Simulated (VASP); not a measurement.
## BeTe: energy against volume

BeTe (zinc blende, F-43m, 22.098 Å³/atom and stress up to 0.01 GPa in the relaxed cell, cube axes along x, y and z) under an equal strain ε along all three axes. PBEsol in VASP (plane waves, PAW), 480 eV, 10×10×10 Γ-centred mesh, Gaussian smearing 0.05 eV; ions are relaxed, or left where forces stay under 0.02 eV/Å, within the symmetry of each cell.

Here V stands for volume and E for E less E0.

```
volume (Å³/atom)  E less E0 (meV/atom)  pressure (GPa)
----------------  --------------------  --------------
20.1678                              ?               ?
20.7980                          15.90            4.12
21.1180                           8.81            2.99
21.4412                           3.86            1.93
21.7678                           0.95            0.93
22.0976                           0.00            0.00
22.4307                           0.92           -0.88
22.7671                           3.63           -1.70
23.1069                           8.05           -2.47
23.4501                          14.10           -3.18
```

Problem. Using the third-order Birch-Murnaghan form, a cubic in V^(-2/3), estimate the missing E at V = 20.1678 from the other rows, showing the fit.

Solution. With u = V^(-2/3) - 0.127, the rows have u = 0.005227, 0.003887, 0.002569, 0.001270, -0.000010, -0.001270, -0.002512, -0.003735, -0.004941. Least squares gives E = 0.001 + 12.3·u + 579856·u² - 45108·u³. Residuals (row less fit): -0.001, 0.003, 0.001, -0.002, -0.001, -0.001, 0.000, 0.003, -0.002; standard error 0.003 (degrees of freedom: 5). Its minimum lies at u = -0.000011, so V0 = (0.126989)^(-3/2) = 22.10. There d²E/du² = 1160000 and d³E/du³ = -270600, so B0 = (4/9) × 22.10^(-7/3) × 1160000 × 0.160218 = 60.3 GPa (the last factor turns the table's units into GPa), and B0' = 4 + (2/3) × 0.126989 × (-270600)/1160000 = 4.0. B0' rests on the cubic coefficient alone and has a standard error of 0.1 from these residuals. At the withheld row, u = 0.007967, so E = 0.001 + 12.3 × 0.007967 + 579856 × 0.007967² - 45108 × 0.007967³ = 36.881 meV/atom. The calculation gives 36.88 meV/atom, which the fit meets to the printed digits. The row lies outside the fitted rows, so this is an extrapolation. The scatter of the fitted rows lies at the last printed digit.

Spin-orbit coupling is left out, which can shift these values for the heavy elements here. Other structures, which can take over under pressure, weren't tried. The same form fitted to the pressure column gives B0' = 4.0; series where the two differ by over 0.4 aren't shown. Rows are the converged runs of the series near zero and its far end, less any whose ions stayed unrelaxed beside relaxed ones; series whose fitted rows scatter by over a few per cent of the range, as at a crossing or softening among them, aren't shown in this form.
